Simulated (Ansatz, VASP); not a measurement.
# Cu (Cu(111)): VASP beside Ansatz, part 2 of 2

One calculation is typed for both programs; each brings its own data sets and cutoff. How far apart do they land? The structure shown is the end of the VASP relaxation below.

VASP 6.6.1 and Ansatz 0.2.0.

So far: Set-up; VASP: relaxation, PBE.

### Step 3. Ansatz: single point, PBE

Level of this step: Ansatz beside VASP: Kohn-Sham DFT, plane waves, PBE (Ansatz).

Ansatz runs on its default PAW (the set named soft_2) files.

The same cell, functional, mesh and smearing now go to Ansatz, which takes its cutoff from its data sets.

Input file input.yaml:

```yaml
crystal:
  lattice:
    - [5.14203897, 0.0, 0.0]
    - [2.57101949, 4.45313638, 0.0]
    - [0.0, 0.0, 21.29768586]
  atoms:
    - { symbol: Cu, position: [0.0, 0.0, 0.35215094] }
    - { symbol: Cu, position: [0.5, 0.0, 0.35215094] }
    - { symbol: Cu, position: [0.0, 0.5, 0.35215094] }
    - { symbol: Cu, position: [0.5, 0.5, 0.35215094] }
    - { symbol: Cu, position: [0.16666667, 0.16666667, 0.45071698] }
    - { symbol: Cu, position: [0.66666667, 0.16666667, 0.45071698] }
    - { symbol: Cu, position: [0.16666667, 0.66666667, 0.45071698] }
    - { symbol: Cu, position: [0.66666667, 0.66666667, 0.45071698] }
    - { symbol: Cu, position: [0.83333333, 0.33333333, 0.5478477] }
    - { symbol: Cu, position: [0.33333333, 0.33333333, 0.5478477] }
    - { symbol: Cu, position: [0.83333333, 0.83333333, 0.5478477] }
    - { symbol: Cu, position: [0.33333333, 0.83333333, 0.5478477] }
    - { symbol: Cu, position: [0.0, 0.0, 0.64488961] }
    - { symbol: Cu, position: [0.5, 0.0, 0.64488961] }
    - { symbol: Cu, position: [0.0, 0.5, 0.64488961] }
    - { symbol: Cu, position: [0.5, 0.5, 0.64488961] }
hamiltonian:
  xc: pbe
  pseudopotentials: { kind: paw }
kpoints:
  mp_grid: { grid: [6, 6, 1] }
scf:
  occupations: { method: methfessel_paxton, width: 0.15 }
  n_extra_bands: 8
efield:
  axis: 3
  dipole_correction: true
  ramp_width: 0.04
output:
  forces: true
  eigenvalues: true
```

Command:

```
ansatz run input.yaml --threads 8 --pin off --max-ram 18432MiB --backend cpu --events-out ev --progress --plain --runs-dir out
```

Numbers of over 12 decimals in the logs are rounded to 6 here.

What it wrote:

```text
scf.n_extra_bands = 8 over 152 filled bands (N_el = 304.0): the run solves 160 bands
Engine: ansatz 0.2.0, aarch64-unknown-linux-gnu
Pseudopotentials: kind: paw
Pseudopotential: Cu, paw, valence charge 19, recommended cutoff 420 eV (normal), Cu.paw.azcp
Functional definition: PBE
  parameter kappa = 0.804
  parameter beta = 0.066725
  exchange = pbe_x(kappa = kappa, mu = beta*pi^2/3)
  correlation = pbe_c(beta = beta)
Crystal: 16 atoms, lattice volume = 487.679 Å³
Basis set: ecut = 420 eV, 9605 PW (Γ), exchange–correlation on 72×72×288 points (8 copies of the dense FFT grid, shifted against one another)
Bands: 160, of which v1, the nominal top of the filled ones, is band 152 counted from 1 (151 counted from 0)
Symmetry: 24 space group operations
Space group: P3m1 (ITA 156), of the structure as read, at distance tolerance 7.9e-5 Å
k-points: 7 of 36 (time reversal used)
Non-local potential: Cu, projectors of the file, l = 0: 3, l = 1: 2, l = 2: 3, l = 3: 1
PAW form: soft (Blöchl's): semilocal exchange-correlation on the pseudo side does not see the compensation charge
PAW one-centre angular grid: Cu, 590 points (default); XC on 64 Gauss nodes
Initial density: superposition of atomic densities (neutral atoms: chi_scale 0, normalization atom), corrected by the library's trained network
Initial wavefunctions: pseudopotential atomic-orbital guess
Functional: x = pbe(κ = 0.804, μ = 0.219515), c = pbe(β = 0.066725)
SCF iter   1: F=—  HF=-105998.998341 eV  |F-HF|=—  |Δ(HF+E_count)|=         —  Δρ=1.80e-3  dr2=2.30e-2  ethr=1.77e-3  p=0.002 e·Å  D=7.27e-4 V/Å  ΔV_dip=-0.02 eV  dr2_dipole=1.26e-4  V_vac-E_F(+/−)=4.81/4.83 eV  ⟨swp⟩=6.1  Hψ=4516  notcnv=0
efield: sawtooth ramp at fractional position 0.9785 (placed from the atoms, in the widest stretch of the axis that holds none; the zero of the levels goes with the place), width 0.0400; the density the first Hamiltonian is built on has a dipole p = 0.002 e·Å; the dipole correction subtracts the counter field D = 7.27e-4 V/Å, which shifts the + side's vacuum level by -0.02 eV against the − side's; the planar-averaged density in the ramp window peaks in size at 8.0e-5 e/Å³
preconditioner: auto → LDOS  [insulator: Δε(μ)=0.097 eV  Ē_g=4.419 eV  σ=0.150 eV  W_gap=0.52  n_scr=136 (ndim 8)  ℏωp=22.3 eV  f_vac=0.565  D(μ)=7.88/eV (n_scr^D=52)  ε∞_Penn≈26.5  β→1.0]
SCF iter   2: F=—  HF=-105999.013078 eV  |F-HF|=—  |Δ(HF+E_count)|=   1.47e-2  S|Δr|=    0.00e0  Δρ=1.32e-3  dr2=1.60e-2  ethr=7.57e-6  p=0.002 e·Å  D=6.85e-4 V/Å  ΔV_dip=-0.01 eV  dr2_dipole=6.23e-6  V_vac-E_F(+/−)=4.82/4.83 eV  ⟨swp⟩=3.0  Hψ=2991  notcnv=0
SCF iter   3: F=—  HF=-105999.011429 eV  |F-HF|=—  |Δ(HF+E_count)|=   1.65e-3  S|Δr|=    0.00e0  Δρ=1.11e-3  dr2=4.25e-3  ethr=5.26e-6  p=0.002 e·Å  D=6.41e-4 V/Å  ΔV_dip=-0.01 eV  dr2_dipole=1.81e-7  V_vac-E_F(+/−)=4.79/4.80 eV  ⟨swp⟩=2.0  Hψ=1726  notcnv=0
SCF iter   4: F=—  HF=-105999.010766 eV  |F-HF|=—  |Δ(HF+E_count)|=   6.63e-4  S|Δr|=    0.00e0  Δρ=2.95e-4  dr2=4.73e-4  ethr=1.40e-6  p=0.002 e·Å  D=6.93e-4 V/Å  ΔV_dip=-0.01 eV  dr2_dipole=4.68e-7  V_vac-E_F(+/−)=4.80/4.81 eV  ⟨swp⟩=2.0  Hψ=1698  notcnv=0
SCF iter   5: F=—  HF=-105999.010646 eV  |F-HF|=—  |Δ(HF+E_count)|=   1.21e-4  S|Δr|=    0.00e0  Δρ=6.47e-5  dr2=3.23e-5  ethr=1.56e-7  p=0.002 e·Å  D=6.82e-4 V/Å  ΔV_dip=-0.01 eV  dr2_dipole=7.19e-11  V_vac-E_F(+/−)=4.80/4.81 eV  ⟨swp⟩=2.9  Hψ=1868  notcnv=0
SCF iter   6: F=—  HF=-105999.010647 eV  |F-HF|=—  |Δ(HF+E_count)|=   1.83e-6  S|Δr|=    0.00e0  Δρ=7.46e-5  dr2=2.20e-5  ethr=1.06e-8  p=0.002 e·Å  D=6.76e-4 V/Å  ΔV_dip=-0.01 eV  dr2_dipole=3.46e-9  V_vac-E_F(+/−)=4.80/4.82 eV  ⟨swp⟩=2.9  Hψ=2184  notcnv=0
SCF iter   7: F=—  HF=-105999.010650 eV  |F-HF|=—  |Δ(HF+E_count)|=   3.00e-6  S|Δr|=    0.00e0  Δρ=1.02e-5  dr2=1.09e-6  ethr=7.22e-9  p=0.002 e·Å  D=6.82e-4 V/Å  ΔV_dip=-0.01 eV  dr2_dipole=2.12e-9  V_vac-E_F(+/−)=4.80/4.82 eV  ⟨swp⟩=2.0  Hψ=1691  notcnv=0
SCF iter   8: F=—  HF=-105999.010653 eV  |F-HF|=—  |Δ(HF+E_count)|=   2.80e-6  S|Δr|=    0.00e0  Δρ=4.46e-6  dr2=1.51e-7  ethr=3.58e-10  p=0.002 e·Å  D=6.83e-4 V/Å  ΔV_dip=-0.01 eV  dr2_dipole=3.41e-10  V_vac-E_F(+/−)=4.80/4.82 eV  ⟨swp⟩=2.9  Hψ=1825  notcnv=0
SCF iter   9: F=-105999.010653 eV  HF=-105999.010653 eV  |F-HF|=1.30e-8  |Δ(HF+E_count)|=   2.63e-8  S|Δr|=    0.00e0  Δρ=4.43e-6  dr2=7.38e-8  ethr=3.29e-11  p=0.002 e·Å  D=6.85e-4 V/Å  ΔV_dip=-0.01 eV  dr2_dipole=1.63e-10  V_vac-E_F(+/−)=4.80/4.82 eV  ⟨swp⟩=9.7  Hψ=5067  notcnv=0
SCF 1 converged in 9 iterations: F = -105999.010653 eV  dr2 = 7.38e-8
  greatest PAW one-centre occupation: 1.000 electrons in one spin orbital (limit 2), on the Cu atom at site 3 (counted from 0), in its partial waves of l = 0
SCF converged after 9 iterations
Stability not checked: this state was not tested for a lower state beside it, because cold or Methfessel-Paxton smearing, or corrected tetrahedra, fill the levels in a way that the test cannot read (fill_not_monotonic; see scf.lower_state_search)
Free energy (F): -105999.010653 eV
Harris-Foulkes:  -105999.010653 eV  (|F-HF|=1.30e-8)
Internal energy: -105998.997685 eV  (E = F + TS)
E sigma→0 (E₀):  -105999.007411 eV
Entropy (-TS):   -0.012968 eV (-0.811 meV/atom)
Fermi energy:    3.570611 eV
Dipole field:    D = 0.000674 V/Å  (p = 0.001817 e·Å, saw-weighted, corrected)
Work function:   Φ+ = 4.8047 eV   Φ− = 4.8190 eV
Levels:          The Fermi level and band energies are counted from a zero that moves with the ramp; work functions are not
--- Per-component energies (eV) ---
  E_band       = -9680.224308
  E_kinetic    = 4792.230342
  E_local      = -562624.462285  (includes V_loc(G=0)·N_el)
  E_nonlocal   = 6258.155334
  E_hartree    = 275497.762373
  E_xc         = -1422.210873
  E_vxc        = -1834.301773  (∫ρ·V_xc dr)
  E_paw        = -26626.455233  (= ΣΔE_a)
  E_vpaw       = -7267.506944  (= ΣTr[D̂ρ^β])
  E_aug_tail   = 0.004265  (compensation charges beyond the density's cutoff)
  E_efield     = 0.000001  (sawtooth field / dipole correction)
  E_vefield    = -0.001662  (∫n·V_field dr)
  E_ewald      = 198125.978391
  E_smearing   = -0.012968  (= −TS)
  E_closure    = -0.000000  (closes the sum)
  Σ components = -105999.010653   (vs F -105999.010653, Δ=0.00e0)
--- Forces (eV/Å), atoms counted from 1 ---
  atom   1  Cu    -0.00000000     0.00000000     0.12426929
  atom   2  Cu    -0.00000000     0.00000000     0.12426929
  atom   3  Cu    -0.00000000     0.00000000     0.12426929
  atom   4  Cu    -0.00000000     0.00000000     0.12426929
  atom   5  Cu    -0.00000000     0.00000000    -0.09928996
  atom   6  Cu    -0.00000000     0.00000000    -0.09928996
  atom   7  Cu    -0.00000000     0.00000000    -0.09928996
  atom   8  Cu    -0.00000000     0.00000000    -0.09928996
  atom   9  Cu     0.00000000    -0.00000000    -0.01299847
  atom  10  Cu     0.00000000    -0.00000000    -0.01299847
  atom  11  Cu     0.00000000     0.00000000    -0.01299847
  atom  12  Cu     0.00000000    -0.00000000    -0.01299847
  atom  13  Cu     0.00000000    -0.00000000    -0.01200649
  atom  14  Cu     0.00000000    -0.00000000    -0.01200649
  atom  15  Cu     0.00000000    -0.00000000    -0.01200649
  atom  16  Cu     0.00000000    -0.00000000    -0.01200649
  max |Σ_I F_I| component: 1.02e-4 eV/Å
--- Band table (eV; the first three rows and the last of 7) ---
  k-point 0: bands = [... 148 lower, 3.4225, 3.4225, 3.4225, 3.4709, 4.4011, 4.4011, 4.4011, 4.9563, ... 4 higher]
  k-point 1: bands = [... 148 lower, 2.8859, 3.0240, 3.4720, 3.4720, 4.0050, 4.1457, 4.1457, 4.4103, ... 4 higher]
  k-point 2: bands = [... 148 lower, 2.2035, 3.2865, 3.5040, 3.5040, 3.6122, 4.1048, 4.1048, 5.1125, ... 4 higher]
  k-point 6: bands = [... 148 lower, 2.0604, 2.0604, 3.0074, 3.0074, 3.0074, 5.0711, 5.0711, 5.0711, ... 4 higher]
```

Wall time 14 s (8 threads of Arm Neoverse N1, shared host); peak memory 2.6 GiB; 1.7 min of CPU time.

The column dr2 measures how far the density is from self-consistency, as an energy; F and HF (Harris–Foulkes) agree once it is small.

### Step 4. Differences

Known differences besides the potentials themselves: the data sets hold 304 valence electrons in Ansatz (default PAW (the set named soft_2) files) and 176 in VASP; the cutoff is 420 eV in Ansatz and 440 eV in VASP (PREC = Normal, projectors in real space). Total energies have different zeros and are not compared.

Forces on 10 of the 16 atoms, those with the largest forces and the largest differences (eV/Å; atoms numbered as in POSCAR):

| atom | Ansatz x, y, z | VASP x, y, z |
| --- | --- | --- |
| Cu1 | 0.000, 0.000, 0.124 | 0.000, 0.000, 0.101 |
| Cu2 | 0.000, 0.000, 0.124 | 0.000, 0.000, 0.101 |
| Cu3 | 0.000, 0.000, 0.124 | 0.000, 0.000, 0.101 |
| Cu4 | 0.000, 0.000, 0.124 | 0.000, 0.000, 0.101 |
| Cu5 | 0.000, 0.000, -0.099 | 0.000, 0.000, -0.104 |
| Cu6 | 0.000, 0.000, -0.099 | 0.000, 0.000, -0.104 |
| Cu7 | 0.000, 0.000, -0.099 | 0.000, 0.000, -0.104 |
| Cu13 | 0.000, 0.000, -0.012 | 0.000, 0.000, 0.017 |
| Cu14 | 0.000, 0.000, -0.012 | 0.000, 0.000, 0.017 |
| Cu16 | 0.000, 0.000, -0.012 | 0.000, 0.000, 0.017 |

The forces differ by 11 meV/Å r.m.s., which is 25.7 % of the r.m.s. force of 0.04 eV/Å (both taken over all components, held atoms included).

### Step 5. What came out

| Item | Value |
| --- | --- |
| r.m.s. force difference (single point, PBE) | 11 meV/Å |

The r.m.s. force difference is 11 meV/Å (single point, PBE), within the 12 meV/Å picked in this series as the mark of a large difference. Such differences can come from data sets, numerical settings and the points named under the comparisons, not from the functional's error against experiment.

[Lines on the potential files, build, host, timing and source positions are cut from VASP's logs without a mark.]

[Logs are printed without paths, hosts, clocks, repeated set-up lines and the standing remarks that a program may print on its own settings, such as how far it seeks lower states.]

[Hosts, paths, dates, database ids (printed as entryN), source tags and the programs' standing remarks are cut or masked in the printed files.]
